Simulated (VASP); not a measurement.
VASP input:

POSCAR:
```
Tc
1
    1.3700000000     2.3729100000     0.0000000000
    1.3700000000    -2.3729100000     0.0000000000
    0.0000000000     0.0000000000     4.3900000000
Tc
2
Direct
  0.6666670000   0.3333330000   0.2500000000
  0.3333330000   0.6666670000   0.7500000000
```

### INCAR
```
SYSTEM = Tc
PREC = Accurate
ENCUT = 400
EDIFF = 1E-6
NELM = 100
ALGO = Normal
LREAL = .FALSE.
LASPH = .TRUE.
ISMEAR = 1
SIGMA = 0.1
GGA = PE
LMAXMIX = 4
LWAVE = .FALSE.
LCHARG = .FALSE.
ISIF = 2
```

### KPOINTS
```
Automatic mesh
0
Gamma
12 12 6
0 0 0
```

POTCAR, in this order: Tc_pv (PBE.64 set). Program: vasp_std.

Output of the run:

**standard output**
```
 -----------------------------------------------------------------------------
|                                                                             |
|     EEEEEEE  RRRRRR   RRRRRR   OOOOOOO  RRRRRR      ###     ###     ###     |
|     E        R     R  R     R  O     O  R     R     ###     ###     ###     |
|     E        R     R  R     R  O     O  R     R     ###     ###     ###     |
|     EEEEE    RRRRRR   RRRRRR   O     O  RRRRRR       #       #       #      |
|     E        R   R    R   R    O     O  R   R                               |
|     E        R    R   R    R   O     O  R    R      ###     ###     ###     |
|     EEEEEEE  R     R  R     R  OOOOOOO  R     R     ###     ###     ###     |
|                                                                             |
|     ERROR: the triple product of the basis vectors is negative exchange     |
|     two basis vectors                                                       |
|                                                                             |
|       ---->  I REFUSE TO CONTINUE WITH THIS SICK JOB ... BYE!!! <----       |
|                                                                             |
 -----------------------------------------------------------------------------
```

Task: Read the log: what went wrong, and how is it fixed?

Result: The cause: the lattice vectors form a left-handed set. VASP stops with an error: ERROR: the triple product of the basis vectors is negative exchange two basis vectors ----> I REFUSE TO CONTINUE WITH THIS SICK JOB ... BYE!!! <---- To mend it, correct POSCAR.
File POSCAR:
```
Tc
1
    1.3700000000    -2.3729100000     0.0000000000
    1.3700000000     2.3729100000     0.0000000000
    0.0000000000     0.0000000000     4.3900000000
Tc
2
Direct
  0.3333330000   0.6666670000   0.2500000000
  0.6666670000   0.3333330000   0.7500000000
```
The mended run (PBE GGA, plane waves, VASP's PBE PAW potentials (set 64)) converges, and its OSZICAR ends with
```
   1 F= -.20695394E+02 E0= -.20695230E+02  d E =-.493229E-03
```

The compound is Tc in the hcp structure. The cell was not relaxed at this level.
